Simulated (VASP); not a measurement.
Consider the following.

```
HfC
1.0
    0.00000     2.31037     2.31037
    2.31037     0.00000     2.31037
    2.31037     2.31037     0.00000
Hf C
1 1
Direct
  0.00000   0.00000   0.00000
  0.50000   0.50000   0.50000
```

All values below come from PBE GGA with D3 dispersion (zero damping), VASP's PBE PAW potentials (set 64) (plane waves; VASP 6.6.1). Numerical set-up: 520 eV cut-off, Gaussian smearing of 0.050 eV, potentials Hf_pv C.

Unless said otherwise, spin-orbit coupling is left out, though it shifts the bands of the heavy elements here.

Estimate the band gap (along the path) with the smallest direct gap where there is one.

```
Item                                                         Result
-------------------------  ----------------------------------------
band gap (along the path)  none (metal, semimetal or under 0.01 eV)
```

Only differences to runs with the same potentials and settings are physical.

The compound is HfC in the rock salt structure. It was relaxed first.
